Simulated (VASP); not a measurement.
TaN: single point with LDA

Crystal: TaN.

```
CELL_PARAMETERS angstrom
0.00000 2.44597 1.72930
2.44597 0.00000 1.72930
2.44597 2.44597 0.00000
ATOMIC_POSITIONS crystal
Ta 0.50000 0.50000 0.50000
N 0.00000 0.00000 0.00000
```

* Program: VASP 6.6.1
* Task: single point
* Functional: LDA
* Potentials or basis: VASP PAW LDA potentials, release 64 (Ta_pv, N)
* Cutoff: 520 eV
* k mesh: 20 × 20 × 20
* Occupations: gaussian, width 0.15 eV
* Spin: no spin polarisation

```
Pressure               : 122.5 GPa
Band gap on the k mesh : none (metal or under the smearing width)
```

Stress tensor (GPa, compression positive):
```
-10.06   0.00   0.00
  0.00 -10.06   0.00
  0.00   0.00 387.48
```

Levels at points of the mesh, in eV from the Fermi level:
```csv
k point,band 5,band 6,band 7,band 8,band 9,band 10,band 11,band 12
"(0.00, 0.00, 0.00)",-4.34,-4.34,-4.14,-2.25,-2.25,-2.02,-0.43,1.40
"(0.50, 0.00, 0.00)",-10.37,-8.98,-8.63,0.80,3.67,4.03,5.72,6.28
"(0.50, 0.50, 0.00)",-5.74,-5.44,-5.44,-1.56,3.22,3.22,3.67,6.33
"(0.50, 0.00, 0.50)",-7.12,-4.63,-4.17,-1.07,-0.74,2.17,4.08,6.13
```

It took 81 s on 1 thread of Intel(R) Xeon(R) 6975P-C (Granite Rapids), with other jobs on the host, peak memory 0.31 GiB.

Caveat: a pressure of tens of GPa on the cell as given is suspect, and the run, the potentials or the cell itself is likely at fault. Spin-orbit coupling is left out, which matters for the levels of Ta.
